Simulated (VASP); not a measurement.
Here is a VASP 6.6.1 calculation.

File INCAR:

```
PREC = Accurate
ENCUT = 520
EDIFF = 1E-7
ISMEAR = 0
SIGMA = 0.01
LREAL = F
LASPH = T
NELM = 80
ALGO = Fast
ISIF = 2
LWAVE = F
LCHARG = F
GGA = PE
IBRION = 2
NSW = 60
EDIFFG = -0.01
```

Contents of KPOINTS:

```
Automatic mesh
0
Gamma
  1 1 1
```

The input POSCAR:

```
SiSnH6
1.0
   14.0000000000      0.0000000000      0.0000000000
    0.0000000000     12.0000000000      0.0000000000
    0.0000000000      0.0000000000     13.0000000000
Si Sn H
1 1 6
Direct
    0.4487230000      0.5170450000      0.4116250000
    0.5360310000      0.4976340000      0.5837810000
    0.3457620000      0.5380030000      0.4299140000
    0.4609300000      0.4161380000      0.3491550000
    0.4881770000      0.6139610000      0.3542130000
    0.5273640000      0.6161740000      0.6556340000
    0.6563920000      0.4723740000      0.5636510000
    0.4909930000      0.3870860000      0.6525040000
```

Potentials or basis: VASP PAW PBE potentials, release 64 (Si, Sn_d, H).

Run with:

```bash
$ cat potpaw_PBE.64/Si/POTCAR potpaw_PBE.64/Sn_d/POTCAR potpaw_PBE.64/H/POTCAR > POTCAR
$ mpirun -np 1 vasp_gam > vasp.out
```

Question: Estimate the energy gained by relaxing.

Answer: 1.6 meV/atom.

Question: Predict the gap between the frontier levels.

Answer: 5.85 eV.

Forces in eV/Å, atoms in the order of the input:
```
Si   0.000  0.000 -0.002
Sn  -0.005  0.000  0.000
H   -0.001  0.002  0.002
H    0.000 -0.001 -0.003
H   -0.001  0.000 -0.002
H    0.001  0.002  0.002
H    0.004  0.000  0.002
H    0.001 -0.003  0.002
```

Caveat: spin-orbit coupling is left out, which moves the levels of the heavy elements.
